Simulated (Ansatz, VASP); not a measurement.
## Zr (Zirconium) in two plane-wave programs

Aim: how closely do two programs agree when they are given the same cell, functional and k mesh? The cell is a member of a volume series, scaled by 0.98 from a relaxed one, so a pressure remains.

Program: Ansatz 0.2.0. Level of theory: plane waves, with VASP 6.6.1 beside it; single point at PBE with D3(BJ) and band structure at PBE with D3(BJ), spin-orbit coupling. Results are calculated unless marked as measured.

### 1. Set-up

It takes space group P6_3/mmc (No. 194, hexagonal). Conventional cell: a = 3.171 Å, b = 3.171 Å, c = 5.046 Å, α = 90.00°, β = 90.00°, γ = 120.00°. Zr has 12 Zr at 3.12 to 3.17 Å nearest.

### 2. Ansatz: single point, PBE with D3(BJ)

Ansatz runs on its default PAW (the set named soft_2) files.

A single point gives forces, pressure and levels at one fixed geometry, so differences don't come from the geometry; what else differs is listed under the comparison.

Contents of input.yaml:

```yaml
crystal:
  lattice:
    - [3.1711306465, 0.0, 0.0]
    - [-1.5855653233, 2.7462796985, 0.0]
    - [0.0, 0.0, 5.0461847527]
  atoms:
    - { symbol: Zr, position: [0.3333333333, 0.6666666667, 0.25] }
    - { symbol: Zr, position: [0.6666666667, 0.3333333333, 0.75] }
hamiltonian:
  xc: pbe
  pseudopotentials: { kind: paw }
  dispersion: d3bj
kpoints:
  mp_grid: { grid: [7, 7, 4] }
scf:
  occupations: { method: methfessel_paxton, width: 0.2 }
  n_extra_bands: 4
output:
  forces: true
  stress: true
  eigenvalues: true
```

Started as:

```bash
$ ansatz run input.yaml --threads 2 --pin off --max-ram 4608MiB --backend cpu --events-out ev --progress --plain --runs-dir out
```

Numbers of over 12 decimals in the logs are rounded to 6 here.

Log:

```text
scf.n_extra_bands = 4 over 12 filled bands (N_el = 24.0): the run solves 16 bands
Engine: ansatz 0.2.0, aarch64-unknown-linux-gnu
Pseudopotentials: kind: paw
Pseudopotential: Zr, paw, valence charge 12, recommended cutoff 420 eV (normal), Zr.paw.azcp
Functional definition: PBE
  parameter kappa = 0.804
  parameter beta = 0.066725
  exchange = pbe_x(kappa = kappa, mu = beta*pi^2/3)
  correlation = pbe_c(beta = beta)
Crystal: 2 atoms, lattice volume = 43.946 Å³
Basis set: ecut = 420 eV, 857 PW (Γ), exchange–correlation on 48×48×72 points (8 copies of the dense FFT grid, shifted against one another)
Bands: 16, of which v1, the nominal top of the filled ones, is band 12 counted from 1 (11 counted from 0)
Symmetry: 24 space group operations
Space group: P63/mmc (ITA 194), of the structure as read, at distance tolerance 3.5e-5 Å
k-points: 24 of 196
Non-local potential: Zr, projectors of the file, l = 0: 3, l = 1: 2, l = 2: 2, l = 3: 2
PAW form: soft (Blöchl's): semilocal exchange-correlation on the pseudo side does not see the compensation charge
PAW one-centre angular grid: Zr, 590 points (default); XC on 64 Gauss nodes
Initial density: superposition of atomic densities (neutral atoms: chi_scale 0, normalization atom), corrected by the library's trained network
Initial wavefunctions: pseudopotential atomic-orbital guess
Functional: x = pbe(κ = 0.804, μ = 0.219515), c = pbe(β = 0.066725)
SCF iter   1: F=—  HF=-8368.730229 eV  |F-HF|=—  |Δ(HF+E_count)|=         —  Δρ=3.38e-3  dr2=1.71e-3  ethr=1.77e-3  ⟨swp⟩=4.8  Hψ=1561  notcnv=0
preconditioner: auto → none  [metal: Δε(μ)=0.036 eV  Ē_g=3.292 eV  σ=0.200 eV  W_gap=0.15  n_scr=8 (ndim 8)  ℏωp=15.8 eV  f_vac=0.000  D(μ)=2.63/eV (n_scr^D=22)  sad-step TF]
SCF iter   2: F=—  HF=-8368.730014 eV  |F-HF|=—  |Δ(HF+E_count)|=   2.15e-4  S|Δr|=    0.00e0  Δρ=1.99e-3  dr2=6.56e-4  ethr=7.13e-6  ⟨swp⟩=2.8  Hψ=847  notcnv=0
SCF iter   3: F=—  HF=-8368.730425 eV  |F-HF|=—  |Δ(HF+E_count)|=   4.12e-4  S|Δr|=    0.00e0  Δρ=3.59e-4  dr2=4.43e-5  ethr=2.73e-6  ⟨swp⟩=3.0  Hψ=680  notcnv=0
SCF iter   4: F=—  HF=-8368.730402 eV  |F-HF|=—  |Δ(HF+E_count)|=   2.36e-5  S|Δr|=    0.00e0  Δρ=8.97e-5  dr2=1.51e-6  ethr=1.84e-7  ⟨swp⟩=2.6  Hψ=648  notcnv=0
SCF iter   5: F=-8368.730402 eV  HF=-8368.730402 eV  |F-HF|=2.50e-9  |Δ(HF+E_count)|=   1.05e-8  S|Δr|=    0.00e0  Δρ=1.02e-5  dr2=3.19e-8  ethr=4.17e-10  ⟨swp⟩=2.9  Hψ=1517  notcnv=0
SCF 1 converged in 5 iterations: F = -8368.730402 eV  dr2 = 3.19e-8
  greatest PAW one-centre occupation: 0.996 electrons in one spin orbital (limit 2), on the Zr atom at site 1 (counted from 0), in its partial waves of l = 0
SCF converged after 5 iterations
Stability not checked: this state was not tested for a lower state beside it, because cold or Methfessel-Paxton smearing, or corrected tetrahedra, fill the levels in a way that the test cannot read (fill_not_monotonic; see scf.lower_state_search)
Free energy (F): -8368.730402 eV
Harris-Foulkes:  -8368.730402 eV  (|F-HF|=2.50e-9)
Internal energy: -8368.730950 eV  (E = F + TS)
E sigma→0 (E₀):  -8368.730539 eV
Entropy (-TS):   0.000548 eV (0.274 meV/atom)
Fermi energy:    15.045775 eV
Step filling:    the computed levels leave a gap of 0.0346 eV = 0.2 smearing widths at the electron count; against every level under it full and every level over it empty, smearing changes F+E_penalty+E_count by -1.550 meV and its σ→0 estimate by -1.687 meV
--- Per-component energies (eV) ---
  E_band       = -169.171402
  E_kinetic    = 668.802866
  E_local      = -1199.609052  (includes V_loc(G=0)·N_el)
  E_nonlocal   = 161.539414
  E_hartree    = 372.313189
  E_xc         = -324.191502
  E_vxc        = -383.052492  (∫ρ·V_xc dr)
  E_paw        = -5908.527143  (= ΣΔE_a)
  E_vpaw       = -161.473740  (= ΣTr[D̂ρ^β])
  E_aug_tail   = 0.000050  (compensation charges beyond the density's cutoff)
  E_ewald      = -2137.935996
  E_disp       = -1.122775  (pairwise vdW)
  E_smearing   = 0.000548  (= −TS)
  E_closure    = 0.000000  (closes the sum)
  Σ components = -8368.730402   (vs F -8368.730402, Δ=0.00e0)
--- Forces (eV/Å), atoms counted from 1 ---
  atom   1  Zr    -0.00000000     0.00000000     0.00000000
  atom   2  Zr     0.00000000    -0.00000000    -0.00000000
  max |Σ_I F_I| component: 9.25e-18 eV/Å
--- Stress (GPa, compression-positive) ---
        2.256104       0.000000       0.000000
       -0.000000       2.256104       0.000000
        0.000000       0.000000       2.247531
  P = ⅓ Tr σ = 2.2532 GPa (22.532 kbar)
--- Band table (eV; the first three rows and the last of 24) ---
  k-point 0: bands = [... 8 lower, 9.2281, 11.7805, 15.8357, 15.8357, 16.0105, 16.3840, 16.5897, 16.5897]
  k-point 1: bands = [... 8 lower, 9.7673, 11.7455, 15.5384, 15.6118, 15.6516, 15.6516, 16.2256, 16.2256]
  k-point 2: bands = [... 8 lower, 11.0081, 11.0081, 15.0130, 15.0130, 15.7342, 15.7342, 15.7342, 15.7342]
  k-point 23: bands = [... 8 lower, 12.9852, 12.9852, 14.0643, 14.0643, 14.9541, 14.9541, 17.0066, 17.0066]
```

Wall time 1.1 s (2 threads of Arm Neoverse N1, shared host); peak memory 0.29 GiB.

In the SCF lines HF is the Harris–Foulkes energy and dr2 the Hartree energy of the density residual, in eV; the loop may stop once dr2 is under the threshold and the program's other checks hold. Hψ counts applications of the Hamiltonian.

The run ends at a pressure of 2.25 GPa.

### 3. VASP: single point, PBE with D3(BJ)

The same cell, functional, mesh and smearing now go to VASP, with its own data sets and cutoff.

Lines of VASP's logs that name or quote its potential files are left out, and so is its time.

Contents of INCAR:

```
SYSTEM = Zr
PREC = Accurate
ENCUT = 400
EDIFF = 1E-06
NELM = 100
ISMEAR = 1
SIGMA = 0.2
LREAL = .FALSE.
ALGO = Normal
GGA = PE
IVDW = 12
NBANDS = 18
LORBIT = 11
LWAVE = .FALSE.
LCHARG = .FALSE.
KPAR = 2
ISIF = 2
```

Contents of POSCAR:

```
Zr
1.0
    3.1711306465      0.0000000000      0.0000000000
   -1.5855653233      2.7462796985      0.0000000000
    0.0000000000      0.0000000000      5.0461847527
Zr
2
Direct
    0.3333333333      0.6666666667      0.2500000000
    0.6666666667      0.3333333333      0.7500000000
```

Contents of KPOINTS:

```
Automatic mesh
0
Gamma
7 7 4
0 0 0
```

Potentials, in the order of the species: Zr_sv (PBE family, release 64).

Started as:

```bash
$ mpirun -np 2 vasp_std
```

Log:

```text
[banner, memory and clock lines left out]
running    2 mpi-ranks, on    1 nodes
 distrk:  each k-point on    1 cores,    2 groups
 distr:  one band on    1 cores,    1 groups

 POSCAR found type information on POSCAR Zr
 POSCAR found :  1 types and       2 ions
 LDA part: xc-table for (Slater+PW92), standard interpolation
 POSCAR, INCAR and KPOINTS ok, starting setup
 FFT: planning ... GRIDC
 FFT: planning ... GRID_SOFT
 FFT: planning ... GRID
 WAVECAR not read
 entering main loop
       N       E                     dE             d eps       ncg     rms          rms(c)
DAV:   1     0.182093256083E+03    0.18209E+03   -0.12013E+04   864   0.111E+03
DAV:   2    -0.390159042531E+01   -0.18599E+03   -0.18318E+03  1032   0.343E+02
DAV:   3    -0.172689286741E+02   -0.13367E+02   -0.13275E+02  1508   0.654E+01
DAV:   4    -0.175993871480E+02   -0.33046E+00   -0.33018E+00  1030   0.988E+00
DAV:   5    -0.176046067110E+02   -0.52196E-02   -0.52179E-02  1260   0.104E+00    0.159E+01
DAV:   6    -0.170676445796E+02    0.53696E+00   -0.84219E-01   918   0.746E+00    0.653E+00
DAV:   7    -0.169667120503E+02    0.10093E+00   -0.57952E-01  1206   0.539E+00    0.112E+00
DAV:   8    -0.169732443895E+02   -0.65323E-02   -0.40117E-02  1110   0.156E+00    0.261E-01
DAV:   9    -0.169733403092E+02   -0.95920E-04   -0.12664E-03  1106   0.330E-01    0.375E-02
DAV:  10    -0.169732989676E+02    0.41342E-04   -0.26033E-05  1172   0.364E-02    0.214E-02
DAV:  11    -0.169733009594E+02   -0.19918E-05   -0.77030E-06   918   0.312E-02    0.333E-03
DAV:  12    -0.169733008252E+02    0.13414E-06   -0.34779E-07   504   0.402E-03
   1 F= -.18095669E+02 E0= -.18095840E+02  d E =0.511729E-03
```

OUTCAR, selected parts (step 3):

```text
ion  position               nearest neighbor table
   1  0.333  0.667  0.250-   2 3.12   2 3.12   2 3.12   2 3.12   2 3.12   2 3.12
   2  0.667  0.333  0.750-   1 3.12   1 3.12   1 3.12   1 3.12   1 3.12   1 3.12

  LATTYP: Found a hexagonal cell.
 ALAT       =     3.1711306465
 C/A-ratio  =     1.5912888226

 Subroutine GETGRP returns: Found 24 space group operations
 (whereof 12 operations were pure point group operations)

The static configuration has the point symmetry D_3d.
 The point group associated with its full space group is D_6h.

 Found     24 irreducible k-points:

   k-points           NKPTS =     24   k-points in BZ     NKDIM =     24   number of bands    NBANDS=     18

   dimension x,y,z NGX =    24 NGY =   24 NGZ =   36
   dimension x,y,z NGXF=    48 NGYF=   48 NGZF=   72

   ENCUT  =  400.0 eV  29.40 Ry    5.42 a.u.   5.17  5.17  8.23*2*pi/ulx,y,z

   NELECT =      24.0000    total number of electrons

 k-points in reciprocal lattice and weights: Automatic mesh
   0.00000000  0.00000000  0.00000000       0.005
   0.14285714  0.00000000  0.00000000       0.031
   0.28571429 -0.00000000  0.00000000       0.031
   0.42857143 -0.00000000  0.00000000       0.031
   0.14285714  0.14285714  0.00000000       0.031
   0.28571429  0.14285714  0.00000000       0.061
   0.42857143  0.14285714  0.00000000       0.031
   0.28571429  0.28571429  0.00000000       0.031
   0.00000000  0.00000000  0.25000000       0.010
[...]
0.42857143  0.14285714  0.50000000       0.031
   0.28571429  0.28571429  0.50000000       0.031

 average (electrostatic) potential at core
       1 -73.7819       2 -73.7819

 E-fermi :   9.7328

 k-point     1 :       0.0000    0.0000    0.0000
  band No.  band energies     occupation
    ...
      6     -16.5028      2.00000
      7     -16.4976      2.00000
      8     -16.4976      2.00000
      9       3.9054      2.00000
     10       6.4647      2.00000
     11      10.5236     -0.00000
     12      10.5236     -0.00000
     13      10.6984     -0.00000
     14      11.0687     -0.00000
     15      11.2778     -0.00000
    ...

 k-point     2 :       0.1429    0.0000    0.0000
  band No.  band energies     occupation
    ...
      7     -16.5351      2.00000
      8     -16.5185      2.00000
      9       4.4955      2.00000
     10       6.9770      2.00000
     11       9.5992      1.89651
     12       9.9463     -0.06157
     13      10.7896     -0.00000
     14      11.0855     -0.00000
     15      11.4257     -0.00000
     16      11.4387     -0.00000
    ...

 k-point     3 :       0.2857   -0.0000    0.0000
  band No.  band energies     occupation
    ...
      8     -16.5719      2.00000
      9       5.8748      2.00000
     10       7.4862      2.00000
     11       8.3698      2.00000
     12       9.0743      2.00003
     13      10.4076     -0.00002
     14      10.6833     -0.00000
     15      10.9014     -0.00000
     16      12.6452     -0.00000
     17      12.7303     -0.00000
    ...

 Edisp (eV)   -1.12237

  Total       0.56752     0.56752     0.56272    -0.00000    -0.00000     0.00000
  in kB      20.69061    20.69061    20.51558    -0.00000    -0.00000     0.00000
  external pressure =       20.63 kB  Pullay stress =        0.00 kB

  energy-cutoff  :      400.00
  volume of cell :       43.95
      direct lattice vectors                 reciprocal lattice vectors
     3.171130646  0.000000000  0.000000000     0.315344939  0.182064485  0.000000000
    -1.585565323  2.746279698  0.000000000     0.000000000  0.364128971  0.000000000
     0.000000000  0.000000000  5.046184753     0.000000000  0.000000000  0.198169518

 POSITION                                       TOTAL-FORCE (eV/Angst)
 -----------------------------------------------------------------------------------
     -0.00000      1.83085      1.26155         0.000000      0.000000      0.000000
      1.58557      0.91543      3.78464        -0.000000     -0.000000      0.000000
 -----------------------------------------------------------------------------------
    total drift:                                0.000000     -0.000000      0.000000

  FREE ENERGIE OF THE ION-ELECTRON SYSTEM (eV)
  ---------------------------------------------------
  free  energy   TOTEN  =       -18.0956694364 eV

  energy  without entropy=      -18.0961811652  energy(sigma->0) =      -18.09584001

 total charge
# of ion       s       p       d       tot
------------------------------------------
    1        2.242   5.962   1.690   9.895
    2        2.242   5.962   1.690   9.895
--------------------------------------------------
tot          4.484  11.925   3.381  19.790

[... 3 further parts left out ...]
```

The run ends at a pressure of 2.06 GPa.

### 4. Side by side

Known differences besides the PAW data sets themselves: the cutoff is 420 eV in Ansatz and 400 eV in VASP; VASP leaves aspherical gradient terms in its spheres out (LASPH is not set), Ansatz keeps them. Total energies have different zeros and are not compared.

The two programs side by side:

| quantity | Ansatz | VASP | difference |
| --- | --- | --- | --- |
| pressure (GPa) | 2.25 | 2.06 | +0.19 |

### 5. Ansatz: band structure, PBE with D3(BJ), spin-orbit coupling

Levels along a path test the potential and the projectors away from the mesh points. The cell compared in this pair holds 44.84 Å³, against 43.95 Å³ for the pair before.

The cell comes out of the VASP series on this material, whose earlier steps may have relaxed, scaled or displaced it; both programs get it as it stands.

Contents of input.yaml:

```yaml
crystal:
  lattice:
    - [3.1925578549, 0.0, 0.0]
    - [-1.5962789275, 2.7648362053, 0.0]
    - [0.0, 0.0, 5.0802816299]
  atoms:
    - { symbol: Zr, position: [0.3333333333, 0.6666666667, 0.25] }
    - { symbol: Zr, position: [0.6666666667, 0.3333333333, 0.75] }
hamiltonian:
  xc: pbe
  pseudopotentials: { kind: paw_fr }
  dispersion: d3bj
magnetization:
  noncollinear: true
  spin_orbit: true
kpoints:
  mp_grid: { grid: [6, 6, 3] }
  band_path:
    path:
      - [0.0, 0.0, 0.0]
      - [0.13333, 0.0, 0.0]
      - [0.3, 0.0, 0.0]
      - [0.46667, 0.0, 0.0]
      - [0.46667, 0.06667, 0.0]
      - [0.41111, 0.17778, 0.0]
      - [0.35556, 0.28889, 0.0]
      - [0.28889, 0.28889, 0.0]
      - [0.17778, 0.17778, 0.0]
      - [0.06667, 0.06667, 0.0]
      - [0.0, 0.0, 0.03333]
      - [0.0, 0.0, 0.2]
      - [0.0, 0.0, 0.36667]
      - [0.0, 0.0, 0.5]
      - [0.16667, 0.0, 0.5]
      - [0.3, 0.0, 0.5]
      - [0.46667, 0.0, 0.5]
      - [0.46667, 0.06667, 0.5]
      - [0.41111, 0.17778, 0.5]
      - [0.35556, 0.28889, 0.5]
      - [0.28889, 0.28889, 0.5]
      - [0.17778, 0.17778, 0.5]
      - [0.06667, 0.06667, 0.5]
      - [0.5, 0.0, 0.46667]
      - [0.5, 0.0, 0.3]
      - [0.5, 0.0, 0.13333]
      - [0.33333, 0.33333, 0.0]
      - [0.33333, 0.33333, 0.16667]
      - [0.33333, 0.33333, 0.33333]
      - [0.33333, 0.33333, 0.5]
    npoints: 1
scf:
  occupations: { method: methfessel_paxton, width: 0.2 }
  n_extra_bands: 14
output:
  forces: true
  stress: true
  eigenvalues: true
```

Started as:

```bash
$ ansatz run input.yaml --threads 2 --pin off --max-ram 4608MiB --backend cpu --events-out ev --progress --plain --runs-dir out
```

Log:

```text
[...]
non-collinear run that drives no moment, with spin-orbit: no starting moment large enough to seed its density (crystal.atoms[].spin), no starting occupations that ask for one, no magnetisation constraint and no magnetic field, so the semilocal B_xc is pinned to zero
Crystal: 2 atoms, lattice volume = 44.843 Å³
[...]
k-point 1: bands = [... 20 lower, 14.8152, 14.8152, 15.0282, 15.0282, 15.2532, 15.2532, 15.3289, 15.3289, ... 10 higher]
  k-point 2: bands = [... 20 lower, 14.4252, 14.4252, 14.6108, 14.6108, 15.6312, 15.6312, 16.2137, 16.2137, ... 10 higher]
  k-point 13: bands = [... 20 lower, 13.1716, 13.1716, 13.4845, 13.4845, 14.6491, 14.6491, 14.7066, 14.7066, ... 10 higher]
[key lines of the parts left out:]
SCF converged after 7 iterations
Magnetization: |M| = 0.0000 μB,  M = (+0.0000, +0.0000, +0.0000) μB
Free energy (F): -8370.386233 eV
Fermi energy:    14.608435 eV
P = ⅓ Tr σ = 0.5133 GPa (5.133 kbar)
```

It took 9.2 s on 2 threads; peak memory 0.41 GiB.

(Continued in part 2 of 2.)

[Lines on the potential files, build, host, timing and source positions are cut from VASP's logs without a mark.]

[Logs are printed without paths, hosts, clocks, repeated set-up lines and the standing remarks that a program may print on its own settings, such as how far it seeks lower states.]

[Hosts, paths, dates, database ids (printed as entryN), source tags and the programs' standing remarks are cut or masked in the printed files.]
